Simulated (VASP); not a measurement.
# ZnS with optB86b-vdW: from relaxation to properties, part 4 of 4

What structure and properties does optB86b-vdW give ZnS, and how near are they to the measured ones? The start is a cell from a database of measured crystal structures.

VASP 6.6.1; optB86b-vdW; plane waves and PAW (Zn, S).

So far, gap on the k-mesh (eV): step 2 (relaxing cell and atoms (optB86b-vdW)) 2.06; step 5 (total and projected DOS (optB86b-vdW)) 2.06; step 6 (optical spectrum (optB86b-vdW)) 2.06; step 7 (volume scan with optB86b-vdW) 2.34; step 8 (volume scan with optB86b-vdW (run 2)) 2.24.

The database entry behind the starting cell differs from later determinations by our own check (about 0.1 % short), so it need not match the best structure at ambient conditions.

### Step 9. Volume scan with optB86b-vdW (run 3)

INCAR

```
SYSTEM = ZnS
PREC = Accurate
ENCUT = 400
EDIFF = 1E-06
NELM = 100
ISMEAR = 0
SIGMA = 0.05
LREAL = .FALSE.
ALGO = Normal
GGA = MK
AGGAC = 0
LUSE_VDW = .TRUE.
PARAM1 = 0.1234
PARAM2 = 1
LASPH = .TRUE.
NBANDS = 15
LORBIT = 11
LWAVE = .FALSE.
LCHARG = .FALSE.
KPAR = 2
ISIF = 2
```

POSCAR

```
ZnS
1.0
    0.0000000000      2.6814279368      2.6814279368
    2.6814279368      0.0000000000      2.6814279368
    2.6814279368      2.6814279368      0.0000000000
Zn S
1 1
Direct
    0.2500000000      0.2500000000      0.2500000000
    0.0000000000      0.0000000000      0.0000000000
```

KPOINTS

```
Automatic mesh
0
Gamma
7 7 7
0 0 0
```

The projector-augmented-wave data sets are Zn and S (PBE family, release 64).

The run is started by

```sh
$ mpirun -np 2 vasp_std
```

The program printed:

```text
[... set-up lines as in an earlier step ...]
 entering main loop
       N       E                     dE             d eps       ncg     rms          rms(c)
DAV:   1     0.788568810557E+02    0.78857E+02   -0.73061E+03   600   0.120E+03
DAV:   2     0.186832029678E+01   -0.76989E+02   -0.71310E+02   691   0.236E+02
DAV:   3    -0.274309818589E+01   -0.46114E+01   -0.45939E+01   761   0.583E+01
DAV:   4    -0.278502594369E+01   -0.41928E-01   -0.41922E-01   705   0.592E+00
[...]
DAV:  10    -0.237934044645E+01   -0.97024E-04   -0.13852E-04   678   0.970E-02    0.309E-02
DAV:  11    -0.237933914623E+01    0.13002E-05   -0.17792E-05   719   0.359E-02    0.629E-03
DAV:  12    -0.237933946813E+01   -0.32190E-06   -0.17668E-06   669   0.109E-02
   1 F= -.23793395E+01 E0= -.23793395E+01  d E =-.627621E-11
```

The job ended after 31 s (2 MPI ranks of AMD EPYC 7R43, shared host; peak memory 0.54 GiB; 60 s of CPU time).

From OUTCAR (step 9):

```text
  Total        0.3950581      0.3950581      0.3950581     -0.0000000     -0.0000000      0.0000000
  in kB       16.4150860     16.4150860     16.4150860     -0.0000000     -0.0000000      0.0000000
  external PRESSURE =      16.4150860 kB  Pullay stress =       0.0000000 kB

 POSITION                                       TOTAL-FORCE (eV/Angst)
 -----------------------------------------------------------------------------------
      1.34071      1.34071      1.34071        -0.000000     -0.000000     -0.000000
      0.00000      0.00000      0.00000         0.000000      0.000000      0.000000
 -----------------------------------------------------------------------------------
    total drift:                               -0.000001     -0.000001     -0.000000

  FREE ENERGIE OF THE ION-ELECTRON SYSTEM (eV)
  ---------------------------------------------------
  free  energy   TOTEN  =        -2.3793394681 eV

  energy  without entropy=       -2.3793394681  energy(sigma->0) =       -2.37933947

[... 1 part as in an earlier step ...]

[... 2 further parts left out ...]
[key lines of the parts left out:]
E-fermi :   2.4488
```

The pressure falls from 3.40 to 1.64 GPa.

The run ends at a pressure of 1.64 GPa.

### Step 10. Volume scan with optB86b-vdW (run 4)

INCAR is that of step 9.

POSCAR

```
ZnS
1.0
    0.0000000000      2.6995462427      2.6995462427
    2.6995462427      0.0000000000      2.6995462427
    2.6995462427      2.6995462427      0.0000000000
Zn S
1 1
Direct
    0.2500000000      0.2500000000      0.2500000000
    0.0000000000      0.0000000000      0.0000000000
```

KPOINTS is that of step 9.

The run is started by

```sh
$ mpirun -np 2 vasp_std
```

The program printed:

```text
[... set-up lines as in an earlier step ...]
 entering main loop
       N       E                     dE             d eps       ncg     rms          rms(c)
DAV:   1     0.783071124764E+02    0.78307E+02   -0.75040E+03   600   0.118E+03
DAV:   2     0.187055652366E+01   -0.76437E+02   -0.71479E+02   698   0.233E+02
DAV:   3    -0.274327055563E+01   -0.46138E+01   -0.45937E+01   719   0.585E+01
DAV:   4    -0.278840199763E+01   -0.45131E-01   -0.45117E-01   726   0.602E+00
[...]
DAV:  10    -0.238491140983E+01   -0.10184E-03   -0.14206E-04   657   0.106E-01    0.364E-02
DAV:  11    -0.238490787862E+01    0.35312E-05   -0.18501E-05   768   0.472E-02    0.730E-03
DAV:  12    -0.238490826880E+01   -0.39019E-06   -0.20690E-06   684   0.152E-02
   1 F= -.23849083E+01 E0= -.23849083E+01  d E =-.102442E-12
```

The job ended after 33 s (2 MPI ranks; peak memory 0.56 GiB).

From OUTCAR (step 10):

```text
  Total        0.0125607      0.0125607      0.0125607      0.0000000     -0.0000000      0.0000000
  in kB        0.5114714      0.5114714      0.5114714      0.0000000     -0.0000000      0.0000000
  external PRESSURE =       0.5114714 kB  Pullay stress =       0.0000000 kB

 POSITION                                       TOTAL-FORCE (eV/Angst)
 -----------------------------------------------------------------------------------
      1.34977      1.34977      1.34977        -0.000000     -0.000000      0.000000
      0.00000      0.00000      0.00000         0.000000      0.000000     -0.000000
 -----------------------------------------------------------------------------------
    total drift:                               -0.000000     -0.000000     -0.000000

  FREE ENERGIE OF THE ION-ELECTRON SYSTEM (eV)
  ---------------------------------------------------
  free  energy   TOTEN  =        -2.3849082688 eV

  energy  without entropy=       -2.3849082688  energy(sigma->0) =       -2.38490827

[... 2 parts as in an earlier step ...]

[... 1 further part left out ...]
[key lines of the parts left out:]
E-fermi :   2.2810
```

The pressure falls from 1.64 to 0.05 GPa.

The run ends at a pressure of 0.05 GPa.

### Step 11. Volume scan with optB86b-vdW (run 5)

INCAR is that of step 10.

POSCAR

```
ZnS
1.0
    0.0000000000      2.7174245534      2.7174245534
    2.7174245534      0.0000000000      2.7174245534
    2.7174245534      2.7174245534      0.0000000000
Zn S
1 1
Direct
    0.2500000000      0.2500000000      0.2500000000
    0.0000000000      0.0000000000      0.0000000000
```

KPOINTS is that of step 10.

The run is started by

```sh
$ mpirun -np 2 vasp_std
```

The program printed:

```text
[... set-up lines as in an earlier step ...]
 entering main loop
       N       E                     dE             d eps       ncg     rms          rms(c)
DAV:   1     0.757099266128E+02    0.75710E+02   -0.72093E+03   600   0.116E+03
DAV:   2     0.167391741326E+01   -0.74036E+02   -0.69843E+02   698   0.230E+02
DAV:   3    -0.274333292580E+01   -0.44173E+01   -0.44007E+01   747   0.565E+01
DAV:   4    -0.278513176529E+01   -0.41799E-01   -0.41793E-01   733   0.580E+00
[...]
DAV:  10    -0.238289469327E+01   -0.10423E-03   -0.13566E-04   657   0.118E-01    0.449E-02
DAV:  11    -0.238289136105E+01    0.33322E-05   -0.21601E-05   782   0.690E-02    0.750E-03
DAV:  12    -0.238289175369E+01   -0.39265E-06   -0.19579E-06   627   0.173E-02
   1 F= -.23828918E+01 E0= -.23828918E+01  d E =-.159239E-14
```

Run time: 33 s. Hardware: 2 MPI ranks; peak memory 0.56 GiB; 63 s of CPU time.

Parts of OUTCAR (step 11):

```text
  Total       -0.3429370     -0.3429370     -0.3429370     -0.0000000      0.0000000      0.0000000
  in kB      -13.6906004    -13.6906004    -13.6906004     -0.0000000      0.0000000      0.0000000
  external PRESSURE =     -13.6906004 kB  Pullay stress =       0.0000000 kB

 POSITION                                       TOTAL-FORCE (eV/Angst)
 -----------------------------------------------------------------------------------
      1.35871      1.35871      1.35871         0.000000      0.000000      0.000000
      0.00000      0.00000      0.00000        -0.000000     -0.000000     -0.000000
 -----------------------------------------------------------------------------------
    total drift:                                0.000000      0.000000     -0.000000

  FREE ENERGIE OF THE ION-ELECTRON SYSTEM (eV)
  ---------------------------------------------------
  free  energy   TOTEN  =        -2.3828917537 eV

  energy  without entropy=       -2.3828917537  energy(sigma->0) =       -2.38289175

[... 1 part as in an earlier step ...]

[... 2 further parts left out ...]
[key lines of the parts left out:]
E-fermi :   2.1195
```

The pressure falls from 0.05 to -1.37 GPa, so it vanishes between these two volumes.

### Step 12. Volume scan with optB86b-vdW (run 6)

INCAR is that of step 11.

POSCAR

```
ZnS
1.0
    0.0000000000      2.7350706618      2.7350706618
    2.7350706618      0.0000000000      2.7350706618
    2.7350706618      2.7350706618      0.0000000000
Zn S
1 1
Direct
    0.2500000000      0.2500000000      0.2500000000
    0.0000000000      0.0000000000      0.0000000000
```

KPOINTS is that of step 11.

The run is started by

```sh
$ mpirun -np 2 vasp_std
```

The program printed:

```text
[... set-up lines as in an earlier step ...]
 entering main loop
       N       E                     dE             d eps       ncg     rms          rms(c)
DAV:   1     0.792727402495E+02    0.79273E+02   -0.74444E+03   600   0.117E+03
DAV:   2     0.197218158319E+01   -0.77301E+02   -0.72040E+02   663   0.234E+02
DAV:   3    -0.273197417437E+01   -0.47042E+01   -0.46788E+01   775   0.581E+01
DAV:   4    -0.277638332918E+01   -0.44409E-01   -0.44400E-01   712   0.589E+00
[...]
DAV:  10    -0.237464678824E+01   -0.10563E-03   -0.12493E-04   643   0.130E-01    0.525E-02
DAV:  11    -0.237464459025E+01    0.21980E-05   -0.25360E-05   782   0.867E-02    0.648E-03
DAV:  12    -0.237464498137E+01   -0.39112E-06   -0.15401E-06   520   0.168E-02
   1 F= -.23746450E+01 E0= -.23746450E+01  d E =-.256722E-16
```

Elapsed: 31 s, on 2 MPI ranks; peak memory 0.56 GiB; 59 s of CPU time.

OUTCAR, selected parts (step 12):

```text
  Total       -0.6708169     -0.6708169     -0.6708169      0.0000000      0.0000000      0.0000000
  in kB      -26.2650934    -26.2650934    -26.2650934      0.0000000      0.0000000      0.0000000
  external PRESSURE =     -26.2650934 kB  Pullay stress =       0.0000000 kB

 POSITION                                       TOTAL-FORCE (eV/Angst)
 -----------------------------------------------------------------------------------
      1.36754      1.36754      1.36754        -0.000000     -0.000000     -0.000000
      0.00000      0.00000      0.00000         0.000000      0.000000      0.000000
 -----------------------------------------------------------------------------------
    total drift:                                0.000000      0.000000     -0.000000

  FREE ENERGIE OF THE ION-ELECTRON SYSTEM (eV)
  ---------------------------------------------------
  free  energy   TOTEN  =        -2.3746449814 eV

  energy  without entropy=       -2.3746449814  energy(sigma->0) =       -2.37464498

[... 1 part as in an earlier step ...]

[... 2 further parts left out ...]
[key lines of the parts left out:]
E-fermi :   1.9639
```

The pressure falls from -1.37 to -2.63 GPa.

The run ends at a pressure of -2.63 GPa.

### Step 13. Volume scan with optB86b-vdW (run 7)

A prediction first. A parabola through the 6 pressures of evenly scaled cells so far, P = 0.05 -75.0 t +172 t² GPa with t = ln(V/V₁) and V₁ the volume at scale 1, gives -3.74 GPa at t = +0.0583.

INCAR is that of step 12.

POSCAR

```
ZnS
1.0
    0.0000000000      2.7524919638      2.7524919638
    2.7524919638      0.0000000000      2.7524919638
    2.7524919638      2.7524919638      0.0000000000
Zn S
1 1
Direct
    0.2500000000      0.2500000000      0.2500000000
    0.0000000000      0.0000000000      0.0000000000
```

KPOINTS is that of step 12.

The run is started by

```sh
$ mpirun -np 2 vasp_std
```

The program printed:

```text
[... set-up lines as in an earlier step ...]
 entering main loop
       N       E                     dE             d eps       ncg     rms          rms(c)
DAV:   1     0.767682798946E+02    0.76768E+02   -0.75326E+03   608   0.118E+03
DAV:   2     0.192839038888E+01   -0.74840E+02   -0.70125E+02   649   0.232E+02
DAV:   3    -0.271841626168E+01   -0.46468E+01   -0.46270E+01   754   0.581E+01
DAV:   4    -0.276210303423E+01   -0.43687E-01   -0.43679E-01   691   0.591E+00
[...]
DAV:  10    -0.236013331158E+01   -0.10784E-03   -0.12299E-04   663   0.142E-01    0.538E-02
DAV:  11    -0.236013140273E+01    0.19089E-05   -0.29838E-05   761   0.994E-02    0.651E-03
DAV:  12    -0.236013188494E+01   -0.48222E-06   -0.15988E-06   572   0.172E-02
   1 F= -.23601319E+01 E0= -.23601319E+01  d E =-.958566E-18
```

Elapsed: 38 s, on 2 MPI ranks; peak memory 0.55 GiB.

From OUTCAR (step 13):

```text
  Total       -0.9797799     -0.9797799     -0.9797799      0.0000000     -0.0000000      0.0000000
  in kB      -37.6383820    -37.6383820    -37.6383820      0.0000000     -0.0000000      0.0000000
  external PRESSURE =     -37.6383820 kB  Pullay stress =       0.0000000 kB

 POSITION                                       TOTAL-FORCE (eV/Angst)
 -----------------------------------------------------------------------------------
      1.37625      1.37625      1.37625         0.000000      0.000000      0.000000
      0.00000      0.00000      0.00000        -0.000000     -0.000000     -0.000000
 -----------------------------------------------------------------------------------
    total drift:                                0.000000      0.000000     -0.000000

  FREE ENERGIE OF THE ION-ELECTRON SYSTEM (eV)
  ---------------------------------------------------
  free  energy   TOTEN  =        -2.3601318849 eV

  energy  without entropy=       -2.3601318849  energy(sigma->0) =       -2.36013188

[... 1 part as in an earlier step ...]

[... 2 further parts left out ...]
[key lines of the parts left out:]
E-fermi :   1.8108
```

The pressure falls from -2.63 to -3.76 GPa. The parabola predicted -3.74 GPa, +0.03 GPa off.

### Step 14. The series together

Times are for 2 MPI ranks of AMD EPYC 7R43, shared host. The runs compared:

| no. | volume scale | energy above the lowest point (meV/atom) | pressure (GPa) | gap on the k-mesh (eV) | time | memory (GiB) |
| --- | --- | --- | --- | --- | --- | --- |
| 1 | 0.94 | 21.18 | 5.354 | 2.341 | 24 s | 0.46 |
| 2 | 0.96 | 9.72 | 3.398 | 2.243 | 33 s | 0.56 |
| 3 | 0.98 | 2.78 | 1.642 | 2.149 | 31 s | 0.54 |
| 4 | 1 | 0 | 0.05115 | 2.058 | 33 s | 0.56 |
| 5 | 1.02 | 1.01 | -1.369 | 1.970 | 33 s | 0.56 |
| 6 | 1.04 | 5.13 | -2.627 | 1.884 | 31 s | 0.56 |
| 7 | 1.06 | 12.39 | -3.764 | 1.801 | 38 s | 0.55 |

### Step 15. Fit for optB86b-vdW

This step: Birch-Murnaghan fit, optB86b-vdW; plane waves and PAW (VASP 6.6.1).

This step runs nothing: it gathers the runs above.

Numbers from this step:

| Item | Value |
| --- | --- |
| pressure derivative of the bulk modulus | 4.460 |
| r.m.s. error of the fit | 3.32e-5 eV/atom |
| minimum inside the sampled range | yes |
| bulk modulus | 73.55 GPa |
| equilibrium volume of the fit | 19.77 Å³/atom |

Table of energy above the fitted minimum by volume:

```csv
volume (Å³/atom),energy above the fitted minimum (eV/atom)
18.493,0.0213
18.886,0.00980
19.280,0.00286
19.673,7.4e-5
20.067,0.00108
20.460,0.00521
20.854,0.0125
```

The fitted volume lies +0.47 % from the relaxed one. At a finite cutoff and mesh the minimum of the energy and the zero of the stress don't quite coincide, and the relaxation stops at a threshold.

### Step 16. Outcome

- relaxed volume: 19.67 Å³/atom
- relaxed conventional cell a, b, c: 5.399, 5.399, 5.399 Å
- space group after relaxing, within 0.02 Å: F-43m (No. 216)
- band gap: 2.06 eV, direct
- gap among the points of the DOS mesh alone, an upper bound: 2.06 eV
- strongest peak of ε2, mean over directions: 5.87 eV
- ε1 at zero frequency, no local fields, mean: 6.36
- bulk modulus from the fit: 73.6 GPa
- volume from the fit: 19.8 Å³/atom

What this shows: With optB86b-vdW, ZnS relaxes to 19.67 Å³/atom in space group F-43m (held by the symmetry of the run), has a direct gap of 2.06 eV and has a bulk modulus of 73.6 GPa. Against the listed cell the volume lies -0.3 %. Band structure (optB86b-vdW): The path shows a direct gap of 2.06 eV (valence top at Γ, conduction bottom at Γ). Semilocal functionals usually underestimate gaps. No search among competing phases was made, and a listed structure need not be the one stable at ambient conditions. All values are for a static lattice at zero temperature.

Comparison with the measured values:

| quantity | measured | optB86b-vdW | Birch-Murnaghan fit, optB86b-vdW |
| --- | --- | --- | --- |
| lattice constant a (Å) | 5.411 | 5.399 (-0.2 %) | - |
| band gap (direct gap) (eV) | 3.85 | 2.06 (-1.79 eV) | - |
| bulk modulus (GPa) | 76.9 | - | 74 (-4.4 %) |

Measured values from pmc:11595366 (2024) and arxiv:0911.5022 (2009).

Verdict: The lattice constant a is off by -0.2 %: good agreement. The band gap is off by -1.79 eV: a clear miss. Local and semilocal functionals usually give gaps below the measured ones. Zero-point and thermal motion shift the measured gap. The bulk modulus is off by -4.4 %: good agreement. The grades are ours: good and fair within 0.7 and 1.5 % for the lattice constant a and 5 and 12 % for the bulk modulus. For lattice constants and bulk modulus the calculation has a static lattice, without zero-point motion or thermal expansion.

[Lines on the potential files, build, host, timing and source positions are cut from VASP's logs without a mark.]

[Logs are printed without paths, hosts, clocks, repeated set-up lines and the standing remarks that a program may print on its own settings, such as how far it seeks lower states.]

[Hosts, paths, dates, database ids (printed as entryN), source tags and the programs' standing remarks are cut or masked in the printed files.]

[A measured line is paired with the nearest computed mode of its activity, which favours agreement.]
